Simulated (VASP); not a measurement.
Data:

```
CoGa
1.0
    2.88826     0.00000     0.00000
    0.00000     2.88826     0.00000
    0.00000     0.00000     2.88826
Ga Co
1 1
Direct
  0.50000   0.50000   0.50000
  0.00000   0.00000   0.00000
```

These are SCAN meta-GGA, VASP's PBE PAW potentials (set 64) (plane waves; VASP) values and carry that method's errors. Numerical set-up: 520 eV cut-off, 13×13×13 Γ-centred mesh, first-order Methfessel-Paxton smearing of 0.10 eV, potentials Ga_d Co.

Give the stress tensor in GPa (positive for a compressed cell).

```
-11.59    0.00    0.00
  0.00  -11.59    0.00
  0.00    0.00  -11.59
```
The pressure is its mean diagonal, -11.59 GPa.

The compound is CoGa in the CsCl type structure. This cell is one point of a volume scan, at 1.06 of the reference volume. The run is not spin-polarised, so no magnetic state was tried.
